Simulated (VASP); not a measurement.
# Mn3InC: accuracy against cost in the plane-wave cutoff and smearing, part 4 of 4

Aim: find what the plane-wave cutoff and smearing change for Mn3InC, and what they cost. The series runs use r2SCAN. The start is a computed cell from the Materials Project.

VASP 6.6.1; r2SCAN, spin-polarised from a ferromagnetic start; plane waves and PAW (Mn_pv, In_d, C).

Still holding for the runs below: The magnetic state follows from one typed start and may not be the lowest. The k-mesh is coarse for a metal.

So far. Step 20 (Smearing: ISMEAR = 2, SIGMA = 0.5): Against the run before the energy at zero width moves by +1.35 meV an atom and the pressure by +0.87 GPa, after 17 cycles in 71 s. The entropy term T·S comes to 4.70 meV an atom in size.

### Step 21. Smearing: ISMEAR = -5

INCAR

```
SYSTEM = Mn3InC
PREC = Accurate
ENCUT = 520
EDIFF = 1E-06
NELM = 100
ISMEAR = -5
SIGMA = 0.05
LREAL = .FALSE.
ALGO = Normal
METAGGA = R2SCAN
LASPH = .TRUE.
NBANDS = 44
ISPIN = 2
MAGMOM = 4 4 4 0 0
LMAXMIX = 4
LORBIT = 11
LWAVE = .FALSE.
LCHARG = .FALSE.
KPAR = 4
ISIF = 2
```

POSCAR

```
Mn3InC
1.0
    3.9486650000      0.0000000000      0.0000000000
    0.0000000000      3.9486650000      0.0000000000
    0.0000000000      0.0000000000      3.9486650000
Mn In C
3 1 1
Direct
    0.5000000000      0.0000000000      0.0000000000
    0.0000000000      0.0000000000      0.5000000000
    0.0000000000      0.5000000000      0.0000000000
    0.5000000000      0.5000000000      0.5000000000
    0.0000000000      0.0000000000      0.0000000000
```

KPOINTS

```
Automatic mesh
0
Gamma
5 5 5
0 0 0
```

Potentials, in the order of the species: Mn_pv, In_d and C (PBE family, release 64).

Run with:

```bash
$ mpirun -np 4 vasp_std
```

Output:

```text
[... set-up lines as in an earlier step ...]
 entering main loop
       N       E                     dE             d eps       ncg     rms          rms(c)
DAV:   1     0.638674654527E+03    0.63867E+03   -0.30820E+04  1788   0.189E+03
DAV:   2    -0.273933964167E+02   -0.66607E+03   -0.62832E+03  1760   0.517E+02
DAV:   3    -0.901651902389E+02   -0.62772E+02   -0.59617E+02  1828   0.167E+02
DAV:   4    -0.924851775204E+02   -0.23200E+01   -0.23027E+01  1992   0.310E+01
[...]
DAV:  15    -0.772858898574E+02   -0.69813E-05   -0.20764E-06  1640   0.891E-03    0.566E-03
DAV:  16    -0.772858931379E+02   -0.32805E-05   -0.49937E-07  1040   0.513E-03    0.308E-03
DAV:  17    -0.772858927546E+02    0.38334E-06   -0.14484E-07   996   0.272E-03
   1 F= -.77285893E+02 E0= -.77285893E+02  d E =0.000000E+00  mag=     9.3905
 -----------------------------------------------------------------------------
|                                                                             |
|           W    W    AA    RRRRR   N    N  II  N    N   GGGG   !!!           |
|           W    W   A  A   R    R  NN   N  II  NN   N  G    G  !!!           |
|           W    W  A    A  R    R  N N  N  II  N N  N  G       !!!           |
|           W WW W  AAAAAA  RRRRR   N  N N  II  N  N N  G  GGG   !            |
|           WW  WW  A    A  R   R   N   NN  II  N   NN  G    G                |
|           W    W  A    A  R    R  N    N  II  N    N   GGGG   !!!           |
|                                                                             |
|     Tetrahedron method does not include variations of the Fermi             |
|     occupations, so forces and stress will be inaccurate. We suggest        |
|     using a different smearing scheme ISMEAR = 1 or 2 for metals in         |
|     relaxations.                                                            |
|                                                                             |
 -----------------------------------------------------------------------------
```

Run time: 73 s. Hardware: 4 MPI ranks of AMD EPYC 7R43, shared host; peak memory 0.76 GiB; 4.8 min of CPU time.

From OUTCAR (step 21):

```text
  Total        5.6352554      5.6352554      5.6352554     -0.0000000     -0.0000000      0.0000000
  in kB      146.6470458    146.6470458    146.6470458     -0.0000000     -0.0000000      0.0000000
  external PRESSURE =     146.6470458 kB  Pullay stress =       0.0000000 kB

  FREE ENERGIE OF THE ION-ELECTRON SYSTEM (eV)
  ---------------------------------------------------
  free  energy   TOTEN  =       -77.2858927546 eV

  energy  without entropy=      -77.2858927546  energy(sigma->0) =      -77.28589275

 magnetization (x)
# of ion       s       p       d       tot
------------------------------------------
    1        0.016   0.022   3.204   3.242
    2        0.016   0.022   3.204   3.242
    3        0.016   0.022   3.204   3.242
    4       -0.057  -0.188   0.023  -0.222
    5       -0.026  -0.166   0.000  -0.193
--------------------------------------------------
tot         -0.034  -0.288   9.634   9.312

[... 3 parts as in an earlier step ...]

[... 1 further part left out ...]
[key lines of the parts left out:]
E-fermi :  10.3236
```

With tetrahedra the forces and stress of a metal are not exact derivatives of the energy.

Against the first of the series the energy at zero width moves by +2.57 meV an atom and the pressure by +1.13 GPa, after 17 cycles in 73 s.

### Step 22. The smearing series as a table

This step: convergence of r2SCAN results with the smearing; plane waves and PAW (VASP 6.6.1).

Derived from the runs above.

One cell and one 5×5×5 mesh. Free energy against width, by row:

| Gaussian width σ (eV) | free energy less that at the narrowest width (meV/atom) |
| --- | --- |
| 0.01 | 0 |
| 0.05 | -0.1 |
| 0.1 | -0.39 |
| 0.2 | -2.78 |
| 0.5 | -27.43 |

Differences are taken from the run with ISMEAR = 0, SIGMA = 0.01. Results of the series, by row:

| setting | status | energy less the reference (meV/atom) | pressure (GPa) | moment (μB) | SCF cycles | wall time (s) |
| --- | --- | --- | --- | --- | --- | --- |
| ISMEAR = 0, SIGMA = 0.01 | converged | 0 | 13.54 | 9.232 | 16 | 82 |
| ISMEAR = 0, SIGMA = 0.05 | converged | -0.04771 | 13.54 | 9.232 | 18 | 112 |
| ISMEAR = 0, SIGMA = 0.1 | converged | 0.1432 | 13.56 | 9.232 | 16 | 77 |
| ISMEAR = 0, SIGMA = 0.2 | converged | 1.012 | 13.77 | 9.253 | 19 | 109 |
| ISMEAR = 0, SIGMA = 0.5 | converged | 4.976 | 13.69 | 9.171 | 17 | 98 |
| ISMEAR = 2, SIGMA = 0.01 | converged | 0.01313 | 13.54 | 9.232 | 16 | 71 |
| ISMEAR = 2, SIGMA = 0.05 | converged | 0.02128 | 13.55 | 9.232 | 18 | 83 |
| ISMEAR = 2, SIGMA = 0.1 | converged | 0.01332 | 13.54 | 9.232 | 16 | 70 |
| ISMEAR = 2, SIGMA = 0.2 | converged | 0.07445 | 13.39 | 9.209 | 18 | 110 |
| ISMEAR = 2, SIGMA = 0.5 | converged | 1.427 | 14.26 | 9.342 | 17 | 71 |
| ISMEAR = -5 | converged | 2.569 | 14.66 | 9.39 | 17 | 73 |

### Step 23. What came out

```
plane-wave cutoff from which the energy stays within 10 meV/atom of the reference : ENCUT = 360
plane-wave cutoff from which the energy stays within 1 meV/atom of the reference  : none before the reference itself
plane-wave cutoff from which the pressure stays within 0.2 GPa of the reference   : ENCUT = 520
spread of the pressure over the plane-wave cutoff                                 : 32.4 GPa
spread of the energy over the plane-wave cutoff                                   : 59.3 meV/atom
spread of the pressure over the smearing                                          : 1.28 GPa
spread of the energy over the smearing                                            : 5.02 meV/atom
```

No run before the reference (ENCUT = 800) settles within 1 meV an atom of it; the nearest step is off by +1.8 meV an atom, -0.17 GPa. The pressure holds within 0.2 GPa from ENCUT = 520 on. These cutoffs are 0.6 to 2 times the default of the data sets, about 400 eV; at the default the run is off by -0.9 meV an atom, -1.27 GPa, and at 1.3 times by +3.1 meV an atom, -0.20 GPa. Energy differences between like cells converge faster than these totals. The usual rule keeps the entropy term T·S under 1 meV an atom, which holds up to a width of 0.05 eV for Gaussian and 0.1 eV for second-order Methfessel-Paxton. That rule is made for Methfessel-Paxton; with the other schemes the zero-width estimate is the energy to use. Farthest in energy from the narrowest smearing lies ISMEAR = 0, SIGMA = 0.5 (+5.0 meV an atom, +0.15 GPa). On a fixed mesh a narrow width is not the exact answer for a metal: it samples the Fermi surface more noisily. Differences are taken from the run with ENCUT = 800, which is itself not the exact limit. Forces vanish by symmetry in this cell, so the series can't test them. The runs at ENCUT = 240; ENCUT = 300 are over 30 meV an atom or 2 GPa off and describe the material poorly.

[Lines on the potential files, build, host, timing and source positions are cut from VASP's logs without a mark.]

[Logs are printed without paths, hosts, clocks, repeated set-up lines and the standing remarks that a program may print on its own settings, such as how far it seeks lower states.]

[Hosts, paths, dates, database ids (printed as entryN), source tags and the programs' standing remarks are cut or masked in the printed files.]

[A measured line is paired with the nearest computed mode of its activity, which favours agreement.]
